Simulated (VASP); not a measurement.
All values below come from LDA (Ceperley-Alder, Perdew-Zunger), VASP's LDA PAW potentials (set 64) (plane waves; VASP).

Input for VASP

INCAR:
```
# general
SYSTEM   =  GaN
PREC     =  Accurate
ENCUT    =  400
LREAL    =  .FALSE.
LASPH    =  .TRUE.

# electronic loop
EDIFF    =  1E-6
NELM     =  100
ALGO     =  Normal
LMAXMIX  =  4

# smearing
ISMEAR   =  -1
SIGMA    =  0.05

# ions
ISIF     =  2

# output
LWAVE    =  .FALSE.
LCHARG   =  .FALSE.
```

### KPOINTS
```
K-points
0
G
  10 10 5
0 0 0
```

File POSCAR:
```
GaN
3.190
  0.5000000000  -0.8660253918   0.0000000000
  0.5000000000   0.8660253918   0.0000000000
  0.0000000000   0.0000000000   1.6269592476
Ga N
2 2
Cart
  0.5000000000  -0.2886757080   0.8134796238
  0.5000000000   0.2886757080   0.0000000000
  0.5000000000  -0.2886757080   1.4268432602
  0.5000000000   0.2886757080   0.6133636364
```

POTCAR, in this order: Ga_d N (LDA.64 set). Program: vasp_std.

### Question
What will the output report for the number of irreducible k-points (NKPTS), largest plane-wave count, number of space-group operations, FFT grid (NGX, NGY, NGZ)?

### Answer

- number of irreducible k-points (NKPTS) = 42
- largest plane-wave count = 848
- number of space-group operations = 12
- FFT grid (NGX, NGY, NGZ) = 24 × 24 × 36

The structure is a typed GaN crystal (P6_3mc). The cell was not relaxed at this level.
